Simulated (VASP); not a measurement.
A run of VASP 6.6.1:

File INCAR:

```
SYSTEM = Ag
PREC = Accurate
ENCUT = 600
EDIFF = 1E-7
ISMEAR = 1
SIGMA = 0.1
LREAL = .FALSE.
LASPH = .TRUE.
NELM = 80
ALGO = Normal
ISIF = 2
LWAVE = .FALSE.
LCHARG = .FALSE.
METAGGA = R2SCAN
LMIXTAU = .TRUE.
IBRION = 2
NSW = 40
EDIFFG = -0.01
```

KPOINTS

```
Automatic mesh
0
G
  16 16 16
  0 0 0
```

POSCAR

```
Ag                                      
1.0
    0.0000000000      2.0111583579      2.0111583579
    2.0111583579      0.0000000000      2.0111583579
    2.0111583579      2.0111583579      0.0000000000
  Ag            
     1
Direct
     0.0000000000000000    0.0000000000000000    0.0000000000000000
```

Potentials or basis: VASP PAW PBE potentials, release 64 (Ag).

Run with:

```bash
$ cat potpaw_PBE.64/Ag/POTCAR > POTCAR
$ mpirun -np 1 vasp_std > vasp.out
```

Hardware: 1 thread of AMD EPYC 9R45 96-Core Processor (Zen 5) (shared host).

Problem. How long does it take, and how much memory?

Solution. Run time: 62 s on 1 thread of AMD EPYC 9R45 96-Core Processor (Zen 5), on a shared host, peak memory 0.14 GiB. Counts: scf iterations 18, k points 145, ion steps 1.
